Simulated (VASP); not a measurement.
Input:

```
CELL_PARAMETERS angstrom
      1.80426    -5.16108     0.00000
      1.80426     5.16108     0.00000
      0.00000     0.00000     3.96807
ATOMIC_POSITIONS crystal
  Te 0.64392 0.35608 0.25000
  Te 0.35608 0.64392 0.75000
  Rh 0.90466 0.09534 0.25000
  Rh 0.09534 0.90466 0.75000
```

Method: PBEsol GGA, VASP's PBE PAW potentials (set 64) (plane waves; VASP 6.6.1). Settings: 480 eV cut-off, 8×8×8 Γ-centred mesh, first-order Methfessel-Paxton smearing of 0.10 eV, potentials Te Rh_pv.

Q: Give the force on each atom (eV/Å).

A: 
```tsv
atom	Fx	Fy	Fz
Te1	0.000	0.033	0.000
Te2	0.000	-0.033	0.000
Rh3	0.000	0.085	0.000
Rh4	0.000	-0.085	0.000
```

Q: Give the stress tensor in GPa (positive for a compressed cell).

A: 
```
0.44  0.00  0.00
0.00  0.49  0.00
0.00  0.00  0.02
```
The pressure is its mean diagonal, 0.32 GPa.

The structure was generated: TeRh was put into the CrB type (Cmcm), which need not be its known phase. It was relaxed first, which changed the volume by -56 %.
